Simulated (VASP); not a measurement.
Data:

```xyz
2
Lattice="1.3039 -2.2584 0.0000 1.3039 2.2584 0.0000 0.0000 0.0000 4.5884" Properties=species:S:1:pos:R:3 pbc="T T T"
Zn     1.3039     0.7528     1.1471
Zn     1.3039    -0.7528     3.4413
```

Computed with LDA (Ceperley-Alder, Perdew-Zunger), VASP's LDA PAW potentials (set 64) (plane waves; VASP). Numerical set-up: 520 eV cut-off, 16×16×8 Γ-centred mesh, first-order Methfessel-Paxton smearing of 0.10 eV, potentials Zn.

Task: The ions and cell shape at fixed volume are relaxed. Give the cell that the relaxation ends in.

Result: 
```xyz
2
Lattice="1.2847 -2.2252 0.0000 1.2847 2.2252 0.0000 0.0000 0.0000 4.7262" Properties=species:S:1:pos:R:3 pbc="T T T"
Zn     1.2847     0.7417     1.1815
Zn     1.2847    -0.7417     3.5446
```
Space group P6_3/mmc (194), at a tolerance of 0.03 Å.

Task: How much energy does the relaxation gain?

Result: The energy (σ→0) changes by -6.7 meV/atom, in 6 ionic steps.

The compound is Zn in the hcp structure. This run relaxes it. Symmetry was kept, so distortions that lower it aren't found.
